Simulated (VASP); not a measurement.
An input for Quantum ESPRESSO's pw.x (written as the equivalent of a VASP run, and not itself run):

```
&CONTROL
  calculation = 'vc-relax'
  pseudo_dir = './pseudo'
  outdir = './out'
  tprnfor = .true.
  tstress = .true.
  nstep = 40
  forc_conv_thr = 0.00078
/
&SYSTEM
  ibrav = 0
  nat = 4
  ntyp = 2
  ecutwfc = 84
  occupations = 'smearing'
  smearing = 'methfessel-paxton'
  degauss = 0.00735
  input_dft = 'pbesol'
/
&ELECTRONS
  conv_thr = 7.3e-08
  electron_maxstep = 100
/
&IONS
/
&CELL
  press = 300
/
ATOMIC_SPECIES
  Sn 118.710 Sn.upf
  O 15.999 O.upf
CELL_PARAMETERS angstrom
     3.0515677    0.0000000    0.0000000
    -1.5257838    2.6427348    0.0000000
     0.0000000    0.0000000    6.5521631
ATOMIC_POSITIONS crystal
  Sn   0.0000000  0.0000000  0.0000000
  Sn   0.0000000  0.0000000  0.5000000
  O    0.3333330  0.6666670  0.2500000
  O    0.6666670  0.3333330  0.7500000
K_POINTS automatic
  12 12 5 0 0 0
```

### Question
Write the VASP files for the same calculation (PBEsol).

### Answer
Several could match; the one computed here: 
### POSCAR
```
SnO
1
    3.0515676593     0.0000000000     0.0000000000
   -1.5257838295     2.6427348302     0.0000000000
    0.0000000000     0.0000000000     6.5521631270
Sn O
2 2
Direct
  0.0000000000   0.0000000000   0.0000000000
  0.0000000000   0.0000000000   0.5000000000
  0.3333330000   0.6666670000   0.2500000000
  0.6666670000   0.3333330000   0.7500000000
```

INCAR:
```
SYSTEM = SnO
PREC = Accurate; ENCUT = 620; LREAL = .FALSE.
LASPH = .TRUE.
EDIFF = 1E-6; NELM = 100; ALGO = Normal
LMAXMIX = 4
ISMEAR = 1; SIGMA = 0.1
GGA = PS
IBRION = 2; NSW = 40; ISIF = 3
EDIFFG = -0.02; PSTRESS = 300
LWAVE = .FALSE.; LCHARG = .FALSE.
```

### KPOINTS
```
Automatic
0
Gamma
12 12 5
```

POTCAR, in this order: Sn_d O (PBE.64 set). Program: vasp_std.

The two are equivalent in intent, not identical: the potentials are each code's own (VASP's PAW set, PseudoDojo norm-conserving files in pw.x), so ENCUT and ecutwfc are chosen apart and not converted; conv_thr bounds pw.x's estimated SCF error, while EDIFF bounds the energy change between steps; forc_conv_thr acts on force components and is met together with etot_conv_thr.

The structure was generated: SnO was put into the NiAs type type (P6_3/mmc), which need not be its known phase. This run relaxes it under an external pressure of 30 GPa. Symmetry was kept, so distortions that lower it aren't found.
